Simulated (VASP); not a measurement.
W (bcc): computed properties

Computed with PBEsol GGA, VASP's PBE PAW potentials (set 64) (plane waves; VASP 6.6.1).

```yaml
space_group: Im-3m (229)
cell: a = b = c = 3.157 Å, α = β = γ = 90.00°
volume_per_atom: 15.73 Å³/atom
band gap (over mesh and band path): none (metal, semimetal or under 0.01 eV)
band_gap_with_spin_orbit_coupling: none (metallic)
density: 19.40 g/cm³
```

```cif
data_W
_chemical_formula_sum 'W1'
_space_group_name_H-M_alt 'P 1'
_space_group_IT_number 1
_cell_length_a 2.73417
_cell_length_b 2.73417
_cell_length_c 2.73417
_cell_angle_alpha 109.471
_cell_angle_beta 109.471
_cell_angle_gamma 109.471
loop_
_space_group_symop_operation_xyz
  'x, y, z'
loop_
_atom_site_label
_atom_site_type_symbol
_atom_site_fract_x
_atom_site_fract_y
_atom_site_fract_z
_atom_site_occupancy
W1 W 0.00000 0.00000 0.00000 1
```

Measured: a 3.160 Å at 0 K (computed value off by -0.1 %), as given by Daniel Mejia-Rodriguez et al., Physical Review B (2018), arXiv:1807.09216 [static lattice: zero-point anharmonic expansion removed]. Unless said otherwise, spin-orbit coupling is left out, though it shifts the bands of the heavy elements here.

The compound is W in the bcc structure. It was relaxed first. Symmetry was kept, so distortions that lower it aren't found.
